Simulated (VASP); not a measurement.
Method: PBEsol GGA, VASP's PBE PAW potentials (set 64) (plane waves; VASP).

VASP ran on this input.

### POSCAR
```
SnTe
1
    0.0000000000     3.5378563661     3.5378563661
    3.5378563661    -0.0000000000     3.5378563661
    3.5378563661     3.5378563661    -0.0000000000
Sn Te
1 1
Direct
  0.0000000000   0.0000000000   0.0000000000
  0.2500000000   0.2500000000   0.2500000000
```

**INCAR**
```
ALGO = Normal
EDIFF = 1E-6
EDIFFG = -0.01
ENCUT = 400
GGA = PS
IBRION = 2
ISIF = 3
ISMEAR = 0
LASPH = .TRUE.
LCHARG = .FALSE.
LMAXMIX = 4
LREAL = .FALSE.
LWAVE = .FALSE.
NELM = 100
NSW = 60
PREC = Accurate
SIGMA = 0.05
SYSTEM = SnTe
```

**KPOINTS**
```
K-points
0
gamma
  6 6 6
0 0 0
```

POTCAR, in this order: Sn_d Te (PBE.64 set). Program: vasp_std.

Question: What does the run give for the energy per atom (σ→0), volume per atom?

Answer: 
- energy per atom (σ→0): -3812 meV/atom
- volume per atom: 44.50 Å^3/atom

**OSZICAR**
```
...
       N       E                     dE             d eps       ncg     rms          rms(c)
DAV:   1    -0.762774238984E+01   -0.44520E-02   -0.94713E-02   550   0.491E+00    0.384E-01
DAV:   2    -0.762431808280E+01    0.34243E-02   -0.60274E-03   556   0.124E+00    0.155E-01
DAV:   3    -0.762352586366E+01    0.79222E-03   -0.21834E-03   544   0.708E-01    0.347E-02
DAV:   4    -0.762348841829E+01    0.37445E-04   -0.76337E-05   660   0.813E-02    0.332E-02
DAV:   5    -0.762347350908E+01    0.14909E-04   -0.68743E-06   640   0.216E-02    0.977E-03
DAV:   6    -0.762347251041E+01    0.99867E-06   -0.18384E-06   368   0.201E-02
   2 F= -.76234725E+01 E0= -.76231040E+01  d E =-.181707E-03
```

The structure was generated: SnTe was put into the zinc blende type (F-43m), which need not be its known phase. This run relaxes it. Symmetry was kept, so distortions that lower it aren't found. The start is the result of an earlier pass.
